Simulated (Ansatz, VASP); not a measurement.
# PtS2 in two plane-wave programs

One calculation is typed for both programs; each brings its own data sets. How far apart do they land? The cell is taken from a series of runs on this material, whose earlier steps may have relaxed, scaled, displaced or heated it; both programs get it as it stands.

Program: Ansatz 0.2.0. Level of theory: plane waves, with VASP 6.6.1 beside it; G0W0 gap at PBE. Results are calculated unless marked as measured.

### Step 1. Starting point

The cell holds 6 atoms: 2 Pt and 4 S. Its edges and angles: a = 3.542 Å, b = 3.542 Å, c = 40.100 Å, α = 90.0°, β = 90.0°, γ = 120.0°. Vacuum lies along c.

### Step 2. Ansatz: G0W0 gap, PBE

Ansatz runs on its PAW soft_1 files.

Quasiparticle shifts depend on high empty states and on the cores, so they are the hardest test of two PAW sets.

Input file input.yaml:

```yaml
crystal:
  lattice:
    - [3.5417747364, 0.0, 0.0]
    - [-1.7708873682, 3.0672668962, 0.0]
    - [0.0, 0.0, 40.1]
  atoms:
    - { symbol: Pt, position: [0.0, 0.0, 0.4256054526] }
    - { symbol: S, position: [0.3333333333, 0.6666666667, 0.4564877211] }
    - { symbol: S, position: [0.6666666667, 0.3333333333, 0.3946375626] }
    - { symbol: Pt, position: [0.6666666667, 0.3333333333, 0.5743945474] }
    - { symbol: S, position: [0.0, 0.0, 0.6053624374] }
    - { symbol: S, position: [0.3333333333, 0.6666666667, 0.5435122789] }
  periodic: [true, true, false]
kpoints:
  mp_grid: { grid: [6, 6, 1] }
hamiltonian:
  xc: pbe
  pseudopotentials: { kind: paw, azcp: { folder: soft_1 } }
scf:
  occupations: { method: fixed }
  convergence: { dr2_threshold: 1.0e-10 }
gw:
  n_empty_bands: 642
  ecut_chi: 75.0
  qp_bands: [v2, c2]
  qp_kpoints: band_edges
  screening: { model: contour_deformation }
```

The run is started by

```
$ ansatz run input.yaml --threads 4 --pin off --max-ram 17510MiB --backend cpu --events-out ev --progress --plain --runs-dir out
```

Numbers of over 12 decimals in the logs are rounded to 6 here.

The log of the run:

```text
Engine: ansatz 0.2.0, aarch64-unknown-linux-gnu
Pseudopotentials: kind: paw
Pseudopotential: Pt, paw, valence charge 18, recommended cutoff 420 eV (normal), soft_1/Pt.paw.azcp
Pseudopotential: S, paw, valence charge 6, recommended cutoff 420 eV (normal), soft_1/S.paw.azcp
Functional definition: PBE
  parameter kappa = 0.804
  parameter beta = 0.066725
  exchange = pbe_x(kappa = kappa, mu = beta*pi^2/3)
  correlation = pbe_c(beta = beta)
Crystal: 6 atoms, lattice volume = 435.629 Å³
Basis set: ecut = 420 eV, 8445 PW (Γ)
Bands: 36, of which v1, the nominal top of the filled ones, is band 30 counted from 1 (29 counted from 0)
Symmetry: 12 space group operations
Space group: P-3m1 (ITA 164), of the structure as read, at distance tolerance 7.6e-5 Å
k-points: 7 of 36
Non-local potential: Pt, projectors of the file, l = 0: 3, l = 1: 2, l = 2: 2, l = 3: 1
Non-local potential: S, projectors of the file, l = 0: 2, l = 1: 2, l = 2: 1
PAW form: soft (Blöchl's): semilocal exchange-correlation on the pseudo side does not see the compensation charge
PAW one-centre angular grid: Pt, 590 points (default); XC on 64 Gauss nodes
PAW one-centre angular grid: S, 110 points (default); XC on 64 Gauss nodes
Initial density: superposition of atomic densities (neutral atoms: chi_scale 0, normalization atom)
Initial wavefunctions: pseudopotential atomic-orbital guess
Functional: x = pbe(κ = 0.804, μ = 0.219515), c = pbe(β = 0.066725)
SCF iter   1: F=—  HF=-28662.486078 eV  |F-HF|=—  |Δ(HF+E_count)|=         —  Δρ=5.13e-2  dr2=1.40e1  ethr=3.10e-3  ⟨swp⟩=7.4  Hψ=1416  notcnv=0  defer=21
preconditioner: auto → Resta (q_TF=auto, 1.961 Å⁻¹)  ε∞=2.9  [insulator: Δε(μ)=1.730 eV  Ē_g=8.533 eV  n_scr=24 (ndim 8)  ℏωp=11.8 eV  f_vac=0.699  ε∞_Penn≈2.9  vacuum switching on, ρ_ref=5.3e-3 e/Å³]
SCF iter   2: F=—  HF=-28660.813784 eV  |F-HF|=—  |Δ(HF+E_count)|=    1.67e0  Δρ=2.64e-2  dr2=5.14e0  ethr=3.10e-3  ⟨swp⟩=5.0  Hψ=858  notcnv=0  defer=18
SCF iter   3: F=—  HF=-28659.840440 eV  |F-HF|=—  |Δ(HF+E_count)|=   9.73e-1  Δρ=1.08e-2  dr2=1.80e-1  ethr=3.10e-3  ⟨swp⟩=4.3  Hψ=636  notcnv=0  defer=22
SCF iter   4: F=—  HF=-28659.838013 eV  |F-HF|=—  |Δ(HF+E_count)|=   2.43e-3  Δρ=1.80e-3  dr2=3.03e-2  ethr=3.00e-4  ⟨swp⟩=3.6  Hψ=597  notcnv=0  defer=27
SCF iter   5: F=—  HF=-28659.836123 eV  |F-HF|=—  |Δ(HF+E_count)|=   1.89e-3  Δρ=1.01e-3  dr2=2.80e-2  ethr=5.05e-5  ⟨swp⟩=4.1  Hψ=473  notcnv=0  defer=27
SCF iter   6: F=—  HF=-28659.833840 eV  |F-HF|=—  |Δ(HF+E_count)|=   2.28e-3  Δρ=2.45e-4  dr2=5.10e-4  ethr=4.67e-5  ⟨swp⟩=3.0  Hψ=357  notcnv=0  defer=28
SCF iter   7: F=—  HF=-28659.833964 eV  |F-HF|=—  |Δ(HF+E_count)|=   1.24e-4  Δρ=9.11e-5  dr2=3.54e-5  ethr=8.50e-7  ⟨swp⟩=3.7  Hψ=630  notcnv=0  defer=27
SCF iter   8: F=—  HF=-28659.833966 eV  |F-HF|=—  |Δ(HF+E_count)|=   1.96e-6  Δρ=3.02e-5  dr2=4.44e-6  ethr=5.91e-8  ⟨swp⟩=3.7  Hψ=585  notcnv=0  defer=27
SCF iter   9: F=—  HF=-28659.833967 eV  |F-HF|=—  |Δ(HF+E_count)|=   1.56e-6  Δρ=8.85e-6  dr2=5.95e-7  ethr=7.39e-9  ⟨swp⟩=2.4  Hψ=476  notcnv=0  defer=27
SCF iter  10: F=—  HF=-28659.833967 eV  |F-HF|=—  |Δ(HF+E_count)|=   2.18e-8  Δρ=1.81e-6  dr2=2.49e-8  ethr=9.91e-10  ⟨swp⟩=3.1  Hψ=474  notcnv=0  defer=27
SCF iter  11: F=—  HF=-28659.833967 eV  |F-HF|=—  |Δ(HF+E_count)|=   6.12e-9  Δρ=2.66e-7  dr2=5.83e-10  ethr=4.15e-11  ⟨swp⟩=3.7  Hψ=626  notcnv=0  defer=27
SCF iter  12: F=-28659.833967 eV  HF=-28659.833967 eV  |F-HF|=6.55e-11  |Δ(HF+E_count)|=  3.09e-10  Δρ=8.61e-8  dr2=4.95e-11  ethr=1.00e-12  ⟨swp⟩=24.1  Hψ=1854  notcnv=0
SCF 1 converged in 12 iterations: F = -28659.833967 eV  dr2 = 4.95e-11
  greatest PAW one-centre occupation: 1.000 electrons in one spin orbital (limit 2), on the Pt atom at site 3 (counted from 0), in its partial waves of l = 0
NSCF: frozen V_eff on 7 k-points
G₀W₀ screening: q 1/7
[... further progress lines ...]
SCF converged after 12 iterations
Free energy (F): -28659.833967 eV
Harris-Foulkes:  -28659.833967 eV  (|F-HF|=6.55e-11)
Internal energy: -28659.833967 eV  (E = F + TS)
E sigma→0 (E₀):  -28659.833967 eV
Fermi energy:    -6.038290 eV
--- Per-component energies (eV) ---
  E_band       = -1616.258901
  E_kinetic    = 1611.242938
  E_local      = -199875.336258  (includes V_loc(G=0)·N_el)
  E_nonlocal   = 543.752448
  E_hartree    = 98824.294234
  E_xc         = -818.826468
  E_vxc        = -871.676604  (∫ρ·V_xc dr)
  E_paw        = -21400.812272  (= ΣΔE_a)
  E_vpaw       = -672.832276  (= ΣTr[D̂ρ^β])
  E_aug_tail   = 0.002223  (compensation charges beyond the density's cutoff)
  E_ewald      = 92455.849188
  E_smearing   = -0.000000  (= −TS)
  E_closure    = -0.000000  (closes the sum)
  Σ components = -28659.833967   (vs F -28659.833967, Δ=0.00e0)
--- Band table (eV; the first three rows and the last of 7) ---
  k-point 0: bands = [... 26 lower, -6.6283, -6.5803, -6.5803, -6.5316, -3.1539, -3.1539, -3.0694, -3.0694, ... 2 higher]
  k-point 1: bands = [... 26 lower, -6.5129, -6.4970, -6.4386, -6.0383, -4.3626, -4.1917, -3.4926, -3.4075, ... 2 higher]
  k-point 2: bands = [... 26 lower, -7.1937, -7.1580, -6.9473, -6.6044, -4.3133, -3.9474, -3.5401, -3.4416, ... 2 higher]
  k-point 6: bands = [... 26 lower, -7.2480, -7.0544, -7.0544, -6.8501, -4.2913, -4.1903, -4.1903, -4.0466, ... 2 higher]
--- G₀W₀: contour deformation, 7 samples at zero and on the imaginary axis and 1 off it, 36 q-points, 642 empty bands' worth ---
  eigenvalues of the whole cell's RPA ε∞ on this k-mesh (on a slab, of 1 + 4πα/V) = 1.2240, 4.5489, 4.5489; static W/v taken at q = 0 is 0.392771
  gw.qp_kpoints: band_edges: 6 of 7 stored k-points solved, in 1 pass; an edge of the gap read off the rows below is read off those points alone
    valence top: of the k-points left out ik 3 came nearest to being solved in a further pass, in band 30 (counted from 1, as in the quasiparticle table): it holds the edge there only if its correction is more favourable than any solved in that band by at least 1.543 eV; those differ by 0.040 eV
    conduction bottom: of the k-points left out ik 3 came nearest to being solved in a further pass, in band 31 (counted from 1, as in the quasiparticle table): it holds the edge there only if its correction is more favourable than any solved in that band by at least 0.788 eV; those differ by 0.085 eV
    ik  band        ε_KS         Σx   Σc(E_QP)       V_xc       Z   E_QP_lin       E_QP  E_QP is
     0    29     -6.5803   -18.3077     1.6712   -16.3929  0.7184    -6.8257    -6.8239  root
     0    30     -6.5316   -19.0183     2.0659   -16.6800  0.7092    -6.8065    -6.8040  root
     0    31     -3.1539   -16.8120    -3.2689   -20.7271  0.6985    -2.4852    -2.5076  root
     0    32     -3.1539   -16.8120    -3.2689   -20.7271  0.6985    -2.4852    -2.5076  root
     1    29     -6.4386   -22.3564     2.6560   -19.3961  0.7153    -6.7460    -6.7430  root
     1    30     -6.0383   -21.3592     2.2192   -18.8971  0.7192    -6.2828    -6.2812  root
     1    31     -4.3626   -16.1880    -2.7938   -19.5434  0.7329    -3.7918    -3.8010  root
     1    32     -4.1917   -16.3680    -2.9091   -19.8702  0.7289    -3.5873    -3.5986  root
     2    29     -6.9473   -22.4560     2.9295   -19.2061  0.7033    -7.2718    -7.2677  root
     2    30     -6.6044   -22.0293     2.6304   -19.1157  0.7111    -6.8904    -6.8877  root
     2    31     -4.3133   -16.8327    -2.9303   -20.3384  0.7296    -3.7279    -3.7379  root
     2    32     -3.9474   -16.9164    -3.0515   -20.5743  0.7191    -3.3274    -3.3409  root
     4    29     -6.4674   -21.3280     2.4485   -18.5794  0.7155    -6.7705    -6.7675  root
     4    30     -6.1546   -20.7827     2.1435   -18.3879  0.7190    -6.4076    -6.4058  root
     4    31     -4.3516   -15.7126    -2.9978   -19.2817  0.7305    -3.7705    -3.7804  root
     4    32     -4.2733   -15.5957    -3.0263   -19.2094  0.7280    -3.6749    -3.6859  root
     5    29     -6.8749   -23.5241     3.0242   -20.1920  0.7099    -7.1862    -7.1828  root
     5    30     -6.6933   -23.3683     2.8518   -20.2340  0.7135    -6.9785    -6.9758  root
     5    31     -4.2541   -16.0191    -2.9836   -19.5814  0.7268    -3.6648    -3.6755  root
     5    32     -4.1481   -16.0680    -3.0660   -19.7304  0.7234    -3.5398    -3.5518  root
     6    29     -7.0544   -25.6484     3.5609   -21.7728  0.7048    -7.3728    -7.3689  root
     6    30     -6.8501   -25.4455     3.3551   -21.8086  0.7105    -7.1346    -7.1318  root
     6    31     -4.2913   -16.5382    -3.1524   -20.3097  0.7248    -3.6598    -3.6722  root
     6    32     -4.1903   -16.1786    -3.2055   -19.9911  0.7236    -3.5709    -3.5832  root
```

The column dr2 measures how far the density is from self-consistency, as an energy; F and HF (Harris–Foulkes) agree once it is small.

[end of part 1 of 2]

[Lines on the potential files, build, host, timing and source positions are cut from VASP's logs without a mark.]

[Logs are printed without paths, hosts, clocks, repeated set-up lines and the standing remarks that a program may print on its own settings, such as how far it seeks lower states.]

[Hosts, paths, dates, database ids (printed as entryN), source tags and the programs' standing remarks are cut or masked in the printed files.]
